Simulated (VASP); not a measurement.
Here is a VASP 6.6.1 calculation.

File INCAR:

```
ALGO     = Fast           # electronic algorithm
EDIFF    = 1E-7           # SCF threshold, eV
ENCUT    = 520            # plane-wave cutoff, eV
GGA      = PE             # functional
ISIF     = 2              # what is computed and relaxed
ISMEAR   = -1             # smearing method
LASPH    = T              # aspherical terms in the spheres
LCHARG   = F              # write CHGCAR
LREAL    = F              # projectors in reciprocal space
LWAVE    = F              # write WAVECAR
NBANDS   = 48             # bands
NELM     = 100            # most SCF steps
PREC     = Accurate       # precision mode
SIGMA    = 0.1            # smearing width, eV
```

The input KPOINTS:

```
k-points
0
Gamma
  3 2 3
```

POSCAR

```
CaHCl
1.0
    6.2211140000      0.1172750000     -1.2862260000
   -0.0336260000      6.7011320000      0.9213880000
    0.2321710000      0.0649180000      5.5669520000
Ca H Cl
4 4 4
Direct
    0.5441701930      0.8841522723      0.8878486031
    0.7232356046      0.6298152082      0.4724837333
    0.0498146229      0.7194038736      0.0092527773
    0.2978084735      0.3255916937      0.8461689129
    0.2981473775      0.9486382668      0.2490452573
    0.4915318720      0.0571898572      0.3851137976
    0.7594944354      0.4611858626      0.9251817458
    0.1570457706      0.9940062190      0.6943925421
    0.6884959336      0.2100766398      0.1952670466
    0.2309168059      0.7160207552      0.5318499725
    1.0003995971      0.9987449067      0.3515463040
    0.0357732400      0.3518484981      0.3544234776
```

Potentials or basis: VASP PAW PBE potentials, release 64 (Ca_sv, H, Cl).

Launch:

```bash
$ cat potpaw_PBE.64/Ca_sv/POTCAR potpaw_PBE.64/H/POTCAR potpaw_PBE.64/Cl/POTCAR > POTCAR
$ mpirun -np 1 vasp_std > vasp.out
```

(1) What does it give for the largest force?

(2) Estimate the band gap on the k mesh.

(3) What does it give for the pressure?

Answers

(1) 5.592 eV/Å.

(2) 0.12 eV, indirect (least direct gap 0.16 eV).

(3) 6.3 GPa.

Caveat: the k mesh is coarse (spacing up to 0.47 Å⁻¹), so the values aren't converged.
